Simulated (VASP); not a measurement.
Calculation: vdW-DF-cx, VASP's PBE PAW potentials (set 64) (plane waves; VASP 6.6.1).

Input for VASP

### KPOINTS
```
Regular mesh
0
G
  7 7 7
0 0 0
```

File POSCAR:
```
Sb
1
    3.9927451414    -2.2144397954    -0.0244254328
    3.9927451414     2.2144397954    -0.0244254328
    2.7868547410     0.0000000000     3.6165996472
Sb
2
Direct
  0.2356047373   0.2356047373   0.2356047373
  0.7643952627   0.7643952627   0.7643952627
```

INCAR:
```
PREC=Accurate
EDIFF=1E-7
LCHARG=.FALSE.
LMAXMIX=4   # l cut-off of mixed one-centre charges
IBRION=2   # conjugate gradients
ISIF=4
LWAVE=.FALSE.
EDIFFG=-0.01   # ionic stop
LUSE_VDW=.TRUE.
NSW=30   # most ionic steps
ISMEAR=0   # Gaussian
ALGO=Normal
LASPH=.TRUE.
AGGAC=0.0
SIGMA=0.05
GGA=CX
ENCUT=520   # plane-wave cut-off (eV)
LREAL=.FALSE.
NELM=100
SYSTEM=Sb
```

POTCAR, in this order: Sb (PBE.64 set). Program: vasp_std.

### Question
What does the run give for the energy per atom (σ→0)?

### Answer

```yaml
energy per atom (σ→0): -2.355 eV/atom
```

### OSZICAR
```
...
       N       E                     dE             d eps       ncg     rms          rms(c)
DAV:   1    -0.470952951386E+01   -0.22707E-03   -0.16580E-02   810   0.744E-01    0.527E-02
DAV:   2    -0.470948023513E+01    0.49279E-04   -0.46955E-04   818   0.165E-01    0.311E-02
DAV:   3    -0.470945163742E+01    0.28598E-04   -0.14287E-04   954   0.692E-02    0.596E-03
DAV:   4    -0.470945229146E+01   -0.65404E-06   -0.10486E-05   814   0.249E-02    0.374E-03
DAV:   5    -0.470945246952E+01   -0.17806E-06   -0.10060E-06   937   0.720E-03    0.111E-03
DAV:   6    -0.470945250563E+01   -0.36107E-07   -0.59574E-08   411   0.184E-03
   6 F= -.47094525E+01 E0= -.47094525E+01  d E =-.712381E-03
```

The compound is Sb in the a7 structure. This cell is one point of a volume scan, at 1.06 of the reference volume. Symmetry was kept, so distortions that lower it aren't found.
